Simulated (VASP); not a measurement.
Calculation: r2SCAN+rVV10, VASP's PBE PAW potentials (set 64) (plane waves; VASP 6.6.1).

The input files of a VASP run:

INCAR:
```
! general
SYSTEM   = MgB2
PREC     = Accurate
ENCUT    = 520   ! plane-wave cut-off (eV)
LREAL    = .False.
LASPH    = .True.   ! aspherical one-centre terms

! electronic loop
EDIFF    = 1E-7   ! SCF stop (eV)
NELM     = 100   ! most electronic steps
ALGO     = Normal
LMIXTAU  = .True.

! smearing
ISMEAR   = 1   ! Methfessel-Paxton
SIGMA    = 0.1   ! width (eV)

! functional
METAGGA  = R2SCAN
LUSE_VDW = .True.
BPARAM   = 11.95
CPARAM   = 0.0093

! ions
IBRION   = 2
NSW      = 30   ! most ionic steps
ISIF     = 4   ! ions and shape, fixed volume
EDIFFG   = -0.01

! output
LWAVE    = .False.
LCHARG   = .False.
```

**POSCAR**
```
MgB2
1
    1.5671664153    -2.7144113557     0.0000000000
    1.5671664153     2.7144113557     0.0000000000
    0.0000000000     0.0000000000     3.5449653780
Mg B
1 2
Direct
  1.0000000000   1.0000000000   0.0000000000
  0.3333330000   0.6666670000   0.5000000000
  0.6666670000   0.3333330000   0.5000000000
```

KPOINTS:
```
K-points
0
G
 11 11 9
0 0 0
```

POTCAR, in this order: Mg B (PBE.64 set). Program: vasp_std.

Output of the run:

OSZICAR:
```
       N       E                     dE             d eps       ncg     rms          rms(c)
DAV:   1     0.883671411654E+00    0.88367E+00   -0.39553E+03  1344   0.862E+02
DAV:   2    -0.212021580863E+02   -0.22086E+02   -0.20794E+02  1888   0.110E+02
DAV:   3    -0.214928486334E+02   -0.29069E+00   -0.29003E+00  1640   0.154E+01
DAV:   4    -0.214933550178E+02   -0.50638E-03   -0.50634E-03  2016   0.604E-01
DAV:   5    -0.214933552015E+02   -0.18367E-06   -0.18393E-06  1632   0.956E-03    0.500E+00
DAV:   6    -0.193507712980E+02    0.21426E+01   -0.21750E+00  1392   0.986E+00    0.266E+00
DAV:   7    -0.190974930300E+02    0.25328E+00   -0.87238E-01  1664   0.598E+00    0.585E-01
DAV:   8    -0.191290998344E+02   -0.31607E-01   -0.22563E-01  1432   0.449E+00    0.478E-01
DAV:   9    -0.191990900271E+02   -0.69990E-01   -0.59995E-02  1288   0.231E+00    0.158E-01
DAV:  10    -0.191979758087E+02    0.11142E-02   -0.91386E-03  1600   0.835E-01    0.583E-02
DAV:  11    -0.191964944235E+02    0.14814E-02   -0.10553E-03  1440   0.360E-01    0.166E-02
DAV:  12    -0.191965208429E+02   -0.26419E-04   -0.31833E-04  1368   0.212E-01    0.113E-02
DAV:  13    -0.191964872907E+02    0.33552E-04   -0.73200E-05  1552   0.855E-02    0.244E-03
DAV:  14    -0.191964847200E+02    0.25707E-05   -0.31919E-06  1760   0.224E-02    0.150E-03
DAV:  15    -0.191964843179E+02    0.40214E-06   -0.54536E-07  1600   0.809E-03    0.499E-04
DAV:  16    -0.191964851866E+02   -0.86872E-06   -0.23021E-07  1392   0.556E-03    0.246E-04
DAV:  17    -0.191964849823E+02    0.20432E-06   -0.15926E-08   688   0.133E-03    0.737E-05
DAV:  18    -0.191964850870E+02   -0.10468E-06   -0.45402E-09   680   0.873E-04    0.662E-05
DAV:  19    -0.191964850294E+02    0.57561E-07   -0.23028E-09   640   0.491E-04
   1 F= -.19196485E+02 E0= -.19196024E+02  d E =-.191965E+02
       N       E                     dE             d eps       ncg     rms          rms(c)
DAV:   1    -0.192158585119E+02   -0.19373E-01   -0.31613E-01  1776   0.439E+00    0.347E-01
DAV:   2    -0.192093306496E+02    0.65279E-02   -0.15453E-02  1784   0.803E-01    0.138E-01
DAV:   3    -0.192085483971E+02    0.78225E-03   -0.27523E-03  1544   0.324E-01    0.342E-02
DAV:   4    -0.192084753973E+02    0.73000E-04   -0.42540E-04  1568   0.235E-01    0.128E-02
DAV:   5    -0.192083415477E+02    0.13385E-03   -0.11647E-03  1368   0.330E-01    0.106E-02
DAV:   6    -0.192085965936E+02   -0.25505E-03   -0.35741E-04  1344   0.168E-01    0.152E-03
DAV:   7    -0.192085969445E+02   -0.35094E-06   -0.21599E-06  1800   0.174E-02    0.867E-04
DAV:   8    -0.192085972680E+02   -0.32344E-06   -0.48922E-07  1504   0.856E-03    0.235E-04
DAV:   9    -0.192085973056E+02   -0.37646E-07   -0.92604E-08  1200   0.397E-03
   2 F= -.19208597E+02 E0= -.19208515E+02  d E =-.121123E-01
       N       E                     dE             d eps       ncg     rms          rms(c)
DAV:   1    -0.192086491303E+02   -0.51862E-04   -0.76844E-04  1776   0.217E-01    0.169E-02
DAV:   2    -0.192086332347E+02    0.15896E-04   -0.36966E-05  1776   0.393E-02    0.752E-03
DAV:   3    -0.192086308743E+02    0.23604E-05   -0.92810E-06  1552   0.181E-02    0.167E-03
DAV:   4    -0.192086306964E+02    0.17781E-06   -0.10245E-06  1472   0.115E-02    0.605E-04
DAV:   5    -0.192086303818E+02    0.31462E-06   -0.37847E-06  1360   0.184E-02    0.669E-04
DAV:   6    -0.192086311392E+02   -0.75737E-06   -0.13190E-06  1328   0.102E-02    0.934E-05
DAV:   7    -0.192086311582E+02   -0.18989E-07   -0.83026E-09   704   0.105E-03
   3 F= -.19208631E+02 E0= -.19208543E+02  d E =-.121461E-01
```

**OUTCAR**
```
------------------------ aborting loop because EDIFF is reached ----------------------------------------
  FORCE on cell =-STRESS in cart. coord.  units (eV):
  Direction    XX          YY          ZZ          XY          YZ          ZX
  --------------------------------------------------------------------------------------
  Total       -1.4717226     -1.4717221     -1.4621729      0.0000000     -0.0000000      0.0000000
  in kB      -78.1814572    -78.1814305    -77.6741570      0.0000000     -0.0000000      0.0000000
  external PRESSURE =     -78.0123482 kB  Pullay stress =       0.0000000 kB
  volume of cell :       30.16
      direct lattice vectors                 reciprocal lattice vectors
     1.554773835 -2.692946816  0.000000000     0.321590182 -0.185670210  0.000000000
     1.554773835  2.692946816 -0.000000000     0.321590182  0.185670210  0.000000000
    -0.000000000  0.000000000  3.601702007     0.000000000  0.000000000  0.277646512
 POSITION                                       TOTAL-FORCE (eV/Angst)
 -----------------------------------------------------------------------------------
     -0.00000      0.00000      3.60170         0.000000     -0.000000      0.000000
      1.55477      0.89765      1.80085         0.000000     -0.000000      0.000000
      1.55477     -0.89765      1.80085        -0.000000      0.000000     -0.000000
 -----------------------------------------------------------------------------------
    total drift:                                0.000000     -0.000000      0.000000
  FREE ENERGIE OF THE ION-ELECTRON SYSTEM (eV)
  ---------------------------------------------------
  free  energy   TOTEN  =       -19.2086311582 eV

  energy  without entropy=      -19.2083661142  energy(sigma->0) =      -19.20854281

 reached required accuracy - stopping structural energy minimisation
```
(Selected blocks of OUTCAR.)

File CONTCAR:
```
MgB2
   1.00000000000000
     1.5547738346487223   -2.6929468159257612    0.0000000000000000
     1.5547738346487223    2.6929468159257612   -0.0000000000000000
    -0.0000000000000000    0.0000000000000000    3.6017020069041372
  Mg              B
     1     2
Direct
     0.0000000000000000    0.0000000000000000    1.0000000000000000
     0.3333330000000032    0.6666669999999968    0.5000000000000000
     0.6666669999999968    0.3333330000000032    0.5000000000000000
```

OUTCAR:
```
 val. band max:        4.8885491603   @ k =   0.4545   0.0000   0.3333

 cond. band min:       4.9592836557   @ k =   0.4545   0.0000   0.0000


 Fermi energy:         4.9440867901

 k-point     1 :       0.0000    0.0000    0.0000
  band No.  band energies     occupation
      1      -7.9932      2.00000
      2       1.8115      2.00000
      3       5.4332     -0.00000
      4       5.4333     -0.00000
      5       6.6288     -0.00000
      6      11.6006      0.00000
      7      11.6006      0.00000
      8      13.2957      0.00000

 k-point     2 :       0.0909    0.0000    0.0000
  band No.  band energies     occupation
      1      -7.8440      2.00000
      2       1.9591      2.00000
      3       4.6631      2.00052
      4       5.0835     -0.06395
      5       6.7665     -0.00000
      6      11.4985      0.00000
      7      12.2538      0.00000
      8      13.6764      0.00000

 k-point     3 :       0.1818   -0.0000    0.0000
  band No.  band energies     occupation
      1      -7.3987      2.00000
      2       2.3978      2.00000
      3       2.9436      2.00000
      4       4.3490      2.00000
      5       7.1834      0.00000
      6      11.0167      0.00000
      7      13.5227      0.00000
      8      13.8830      0.00000

 k-point     4 :       0.2727    0.0000    0.0000
  band No.  band energies     occupation
      1      -6.6639      2.00000
      2       0.9734      2.00000
      3       3.1112      2.00000
      4       3.6256      2.00000
      5       7.8409      0.00000
      6      10.4646      0.00000
      7      11.6492      0.00000
      8      14.5908      0.00000

 k-point     5 :       0.3636    0.0000    0.0000
  band No.  band energies     occupation
      1      -5.6550      2.00000
      2      -0.9437      2.00000
      3       3.0910      2.00000
      4       4.0451      2.00000
      5       8.6110      0.00000
      6       9.7888      0.00000
      7      10.1321      0.00000
...
```

The compound is MgB2 in the AlB2 type structure. This cell is one point of a volume scan, at 1.06 of the reference volume. Symmetry was kept, so distortions that lower it aren't found.
